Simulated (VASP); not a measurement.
Input for VASP

### INCAR
```
# general
SYSTEM  = RbBr
PREC    = Accurate
ENCUT   = 480   # plane-wave cut-off (eV)
LREAL   = .False.   # projection in real space or not
LASPH   = .True.

# electronic loop
EDIFF   = 1E-6   # SCF stop (eV)
NELM    = 100   # most electronic steps
ALGO    = Normal   # blocked Davidson
LMAXMIX = 4
LMIXTAU = .True.

# smearing
ISMEAR  = 0
SIGMA   = 0.05   # width (eV)

# functional
METAGGA = R2SCAN

# ions
IBRION  = 2
NSW     = 60
ISIF    = 3   # ions, shape and volume
EDIFFG  = -0.01   # ionic stop

# output
LWAVE   = .False.
LCHARG  = .False.
```

**POSCAR**
```
RbBr
1.0
  0.0000000000   3.4450000000   3.4450000000
  3.4450000000   0.0000000000   3.4450000000
  3.4450000000   3.4450000000   0.0000000000
Rb Br
1 1
Direct
  0.0000000000   0.0000000000   0.0000000000
  0.5000000000   0.5000000000   0.5000000000
```

**KPOINTS**
```
Automatic mesh
0
Gamma
6 6 6
0 0 0
```

POTCAR, in this order: Rb_sv Br (PBE.64 set). Program: vasp_std.

Task: Translate this r2SCAN calculation to Ansatz.

Result: One equivalent input (not run):
Ansatz 0.2 input:
```yaml
crystal:
  lattice:
    - [0.0000000, 3.4450000, 3.4450000]
    - [3.4450000, 0.0000000, 3.4450000]
    - [3.4450000, 3.4450000, 0.0000000]
  atoms:
    - { symbol: Rb, position: [0.0000000, 0.0000000, 0.0000000] }
    - { symbol: Br, position: [0.5000000, 0.5000000, 0.5000000] }
kpoints:
  mp_grid: { grid: [6, 6, 6] }
hamiltonian:
  xc: r2scan
  pseudopotentials: { kind: paw }
scf:
  occupations: { method: gaussian, width: 0.05 }
  max_iter: 100
relax:
  max_steps: 60
  f_tol: 0.01
  cell: {}
output: { forces: true, stress: true, eigenvalues: true }
```
The two are equivalent in intent, not identical: each code has its own PAW files, so the cut-off isn't converted (ENCUT is set for VASP's; basis.ecutwfc is left out, and Ansatz then takes the one that its files recommend); Ansatz stops its SCF on the density residual and VASP on the energy change (EDIFF).

The compound is RbBr in the rock salt structure. This run relaxes it. Symmetry was kept, so distortions that lower it aren't found.
